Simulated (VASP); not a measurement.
Output of a VASP run:

File OSZICAR:
```
       N       E                     dE             d eps       ncg     rms          rms(c)
DAV:   1     0.917780938297E+03    0.91778E+03   -0.31464E+04  2728   0.393E+03
DAV:   2     0.137650173047E+03   -0.78013E+03   -0.76072E+03  2496   0.912E+02
DAV:   3    -0.496064517081E+02   -0.18726E+03   -0.17898E+03  2504   0.282E+02
DAV:   4    -0.651912871595E+02   -0.15585E+02   -0.15341E+02  3224   0.914E+01
DAV:   5    -0.656266844353E+02   -0.43540E+00   -0.43368E+00  3088   0.187E+01    0.263E+01
DAV:   6    -0.681493926468E+02   -0.25227E+01   -0.11051E+02  3284   0.836E+01    0.240E+01
DAV:   7    -0.600710155527E+02    0.80784E+01   -0.53595E+01  3124   0.624E+01    0.650E+00
DAV:   8    -0.599135991631E+02    0.15742E+00   -0.33678E+00  3060   0.107E+01    0.207E+00
DAV:   9    -0.598617604206E+02    0.51839E-01   -0.31046E-01  3336   0.537E+00    0.673E-01
DAV:  10    -0.598581736087E+02    0.35868E-02   -0.20606E-02  2828   0.136E+00    0.232E-01
DAV:  11    -0.598573884261E+02    0.78518E-03   -0.33974E-03  3456   0.711E-01    0.962E-02
DAV:  12    -0.598573752143E+02    0.13212E-04   -0.33453E-04  3372   0.184E-01    0.502E-02
DAV:  13    -0.598573689906E+02    0.62237E-05   -0.58123E-05  2920   0.976E-02    0.102E-02
DAV:  14    -0.598573682484E+02    0.74217E-06   -0.86138E-06  3272   0.289E-02    0.598E-03
DAV:  15    -0.598573683164E+02   -0.68037E-07   -0.18435E-06  2772   0.918E-03    0.370E-03
DAV:  16    -0.598573682015E+02    0.11494E-06   -0.57286E-07  2372   0.849E-03    0.713E-04
DAV:  17    -0.598573682043E+02   -0.28213E-08   -0.55059E-08  1440   0.222E-03
   1 F= -.59857368E+02 E0= -.59857368E+02  d E =0.000000E+00
```

File OUTCAR:
```
------------------------ aborting loop because EDIFF is reached ----------------------------------------
  FORCE on cell =-STRESS in cart. coord.  units (eV):
  Direction    XX          YY          ZZ          XY          YZ          ZX
  --------------------------------------------------------------------------------------
  Total        0.0829738      0.0829738      0.0829738     -0.0000000      0.0000000     -0.0000000
  in kB        1.4234781      1.4234781      1.4234781     -0.0000000      0.0000000     -0.0000000
  external PRESSURE =       1.4234781 kB  Pullay stress =       0.0000000 kB
  volume of cell :       93.39
      direct lattice vectors                 reciprocal lattice vectors
     4.536980656  0.000000000  0.000000000     0.220410902  0.000000000  0.000000000
     0.000000000  4.536980656  0.000000000     0.000000000  0.220410902  0.000000000
     0.000000000  0.000000000  4.536980656     0.000000000  0.000000000  0.220410902
 POSITION                                       TOTAL-FORCE (eV/Angst)
 -----------------------------------------------------------------------------------
      3.92480      2.88067      1.65631         0.002630     -0.002630      0.002630
      1.65631      3.92480      2.88067         0.002630      0.002630     -0.002630
      0.61218      0.61218      0.61218        -0.002630     -0.002630     -0.002630
      2.88067      1.65631      3.92480        -0.002630      0.002630      0.002630
      0.73245      1.53604      3.00094         0.000808     -0.000808      0.000808
      3.00094      0.73245      1.53604         0.000808      0.000808     -0.000808
      3.80453      3.80453      3.80453        -0.000808     -0.000808     -0.000808
      1.53604      3.00094      0.73245        -0.000808      0.000808      0.000808
 -----------------------------------------------------------------------------------
    total drift:                                0.000001      0.000001      0.000000
  FREE ENERGIE OF THE ION-ELECTRON SYSTEM (eV)
  ---------------------------------------------------
  free  energy   TOTEN  =       -59.8573682043 eV

  energy  without entropy=      -59.8573682043  energy(sigma->0) =      -59.85736820

 total charge

# of ion       s       p       d       tot
------------------------------------------
    1        0.410   0.573   6.591   7.575
    2        0.410   0.573   6.591   7.575
    3        0.410   0.573   6.591   7.575
    4        0.410   0.573   6.591   7.575
    5        1.127   1.334  10.160  12.621
    6        1.127   1.334  10.160  12.621
    7        1.127   1.334  10.160  12.621
    8        1.127   1.334  10.160  12.621
--------------------------------------------------
tot          6.149   7.631  67.002  80.781

 Electric field gradients after diagonalization (V/A^2)
 (convention: |V_zz| > |V_xx| > |V_yy|)
----------------------------------------------------------------------
 ion       V_xx      V_yy      V_zz     asymmetry (V_yy - V_xx)/ V_zz
----------------------------------------------------------------------
   1     -23.046   -23.046    46.093       0.000
   2     -23.046   -23.046    46.093       0.000
   3     -23.046   -23.046    46.093       0.000
   4     -23.046   -23.046    46.093       0.000
   5      40.082    40.082   -80.164       0.000
   6      40.082    40.082   -80.164       0.000
   7      40.082    40.082   -80.164       0.000
   8      40.082    40.082   -80.164       0.000
```
(Selected blocks of OUTCAR.)

File POSCAR:
```
FeGe
1
    4.5369806556    -0.0000000000     0.0000000000
    0.0000000000     4.5369806556     0.0000000000
   -0.0000000000     0.0000000000     4.5369806556
Fe Ge
4 4
Direct
  0.8650684804   0.6349315196   0.3650684804
  0.3650684804   0.8650684804   0.6349315196
  0.1349315196   0.1349315196   0.1349315196
  0.6349315196   0.3650684804   0.8650684804
  0.1614395631   0.3385604369   0.6614395631
  0.6614395631   0.1614395631   0.3385604369
  0.8385604369   0.8385604369   0.8385604369
  0.3385604369   0.6614395631   0.1614395631
```

**Question.** Write an INCAR and KPOINTS that could have produced this output.

**Answer.** Several could match; the one computed here: the input of the run itself, LDA (Ceperley-Alder, Perdew-Zunger), plane waves, VASP's LDA PAW potentials (set 64).

### KPOINTS
```
Automatic mesh
0
Gamma
6 6 6
0 0 0
```

### INCAR
```
! general
SYSTEM =FeGe
PREC   =Accurate
ENCUT  =400
LREAL  =.False.
LASPH  =.True.

! electronic loop
EDIFF  =1E-7
NELM   =100
ALGO   =Normal
LMAXMIX=4

! smearing
ISMEAR =-5

! ions
ISIF   =2

! output
LWAVE  =.False.
LCHARG =.True.
LORBIT =11
NEDOS  =601

! other
LEFG   =.True.
```

POTCAR, in this order: Fe Ge_d (LDA.64 set). Program: vasp_std.

The compound is FeGe in the B20 structure. It was relaxed first, which changed the volume by -10 %. The run is not spin-polarised, so no magnetic state was tried.
